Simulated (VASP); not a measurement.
An input for Quantum ESPRESSO's pw.x (written as the equivalent of a VASP run, and not itself run):

```
&CONTROL
  calculation = 'vc-relax'
  pseudo_dir = './pseudo'
  outdir = './out'
  tprnfor = .true.
  tstress = .true.
  nstep = 60
  forc_conv_thr = 0.00078
/
&SYSTEM
  ibrav = 0
  nat = 6
  ntyp = 2
  ecutwfc = 86
  occupations = 'smearing'
  smearing = 'gaussian'
  degauss = 0.003675
  input_dft = 'pbe'
/
&ELECTRONS
  conv_thr = 7.3e-08
  electron_maxstep = 100
/
&IONS
/
&CELL
/
ATOMIC_SPECIES
  W 183.840 W.upf
  Se 78.971 Se.upf
CELL_PARAMETERS angstrom
     1.6627214   -2.8799176    0.0000000
     1.6627214    2.8799176    0.0000000
    -0.0000000   -0.0000000   14.0033314
ATOMIC_POSITIONS crystal
  W    0.3333330  0.6666670  0.2500000
  W    0.6666670  0.3333330  0.7500000
  Se   0.3333330  0.6666670  0.8699222
  Se   0.6666670  0.3333330  0.3699222
  Se   0.6666670  0.3333330  0.1300778
  Se   0.3333330  0.6666670  0.6300778
K_POINTS automatic
  7 7 2 0 0 0
```

Task: Write the VASP files for the same calculation (PBE).

Result: Several could match; the one computed here: 
**INCAR**
```
SYSTEM=WSe2
PREC=Accurate; ENCUT=400; LREAL=F
LASPH=T
EDIFF=1E-6; NELM=100; ALGO=Normal
LMAXMIX=6
ISMEAR=0; SIGMA=0.05
GGA=PE
IBRION=2; NSW=60; ISIF=3
EDIFFG=-0.02
LWAVE=F; LCHARG=F
```

File POSCAR:
```
WSe2
1
    1.6627214089    -2.8799176216     0.0000000000
    1.6627214089     2.8799176216     0.0000000000
   -0.0000000000    -0.0000000000    14.0033313790
W Se
2 4
Direct
  0.3333330000   0.6666670000   0.2500000000
  0.6666670000   0.3333330000   0.7500000000
  0.3333330000   0.6666670000   0.8699221747
  0.6666670000   0.3333330000   0.3699221747
  0.6666670000   0.3333330000   0.1300778253
  0.3333330000   0.6666670000   0.6300778253
```

### KPOINTS
```
Automatic mesh
0
Gamma
7 7 2
0 0 0
```

POTCAR, in this order: W_sv Se (PBE.64 set). Program: vasp_std.

Limits of the translation: the potentials are each code's own (VASP's PAW set, PseudoDojo norm-conserving files in pw.x), so ENCUT and ecutwfc are chosen apart and not converted; conv_thr bounds pw.x's estimated SCF error, while EDIFF bounds the energy change between steps; forc_conv_thr acts on force components and is met together with etot_conv_thr.

The compound is WSe2 in the 2H layered structure. This run relaxes it. Symmetry was kept, so distortions that lower it aren't found. The start is the result of an earlier pass.
